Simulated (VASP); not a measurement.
Given:

```xyz
4
Lattice="5.0253 0.0000 0.0000 -2.5127 4.3521 0.0000 0.0000 0.0000 6.2189" Properties=species:S:1:pos:R:3 pbc="T T T"
In     0.0000     2.9014     1.5547
In     2.5127     1.4507     4.6642
Sb     0.0000     2.9014     4.6642
Sb     2.5127     1.4507     1.5547
```

These are r2SCAN meta-GGA, VASP's PBE PAW potentials (set 64) (plane waves; VASP) values and carry that method's errors. Run with 400 eV cut-off, 8×8×6 Γ-centred mesh, tetrahedra with Blöchl corrections, potentials In_d Sb.

Unless said otherwise, spin-orbit coupling is left out, though it shifts the bands of the heavy elements here.

Question: Estimate the energy per atom (σ→0), band gap (over mesh and band path) with the smallest direct gap where there is one.

Answer: 
| Quantity | Value |
|---|---|
| band gap (over mesh and band path) | none (metal, semimetal or under 0.01 eV) |
| energy per atom (σ→0) | -24.118 eV/atom |

The structure was generated: InSb was put into the h-BN type (P6_3/mmc), which need not be its known phase. It was relaxed first, which changed the volume by -39 %.
